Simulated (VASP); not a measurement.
## Si2W (space group I4/mmm): computed properties

Method: PBEsol GGA, VASP's PBE PAW potentials (set 64) (plane waves; VASP 6.6.1).

```yaml
space_group: I4/mmm (139)
cell: a = 3.2034 Å, b = 3.2034 Å, c = 7.8222 Å, α = 90.00°, β = 90.00°, γ = 90.00°
volume_per_atom: 13.38 Å³/atom
band gap (over mesh and band path): none (metal, semimetal or under 0.01 eV)
band_gap_with_spin_orbit_coupling: none (metallic)
density: 9.93 g/cm³
```

WSi2 is taken in the tetragonal space group I4/mmm (No. 139), Pearson symbol tI6. Conventional cell: a = 3.203 Å, b = 3.203 Å, c = 7.822 Å, α = 90.00°, β = 90.00°, γ = 90.00°. Si on 4e has 5 Si at 2.589–2.623 Å and 5 W at 2.609–2.616 Å. W on 2a is surrounded by 10 Si at 2.609–2.616 Å and 4 W at 3.203 Å. (Neighbours: up to the widest gap in distance over summed covalent radii, below 1.35, at either atom; cation-cation and far metal-metal contacts left out.)
(The calculation used a cell of 3 atoms; values per cell refer to that cell.)

Unless said otherwise, spin-orbit coupling is left out, though it shifts the bands of the heavy elements here.

The structure comes from a measured Si2W entry (I4/mmm) of the Crystallography Open Database, whose conditions weren't checked. It was relaxed first. Symmetry was kept, so distortions that lower it aren't found.
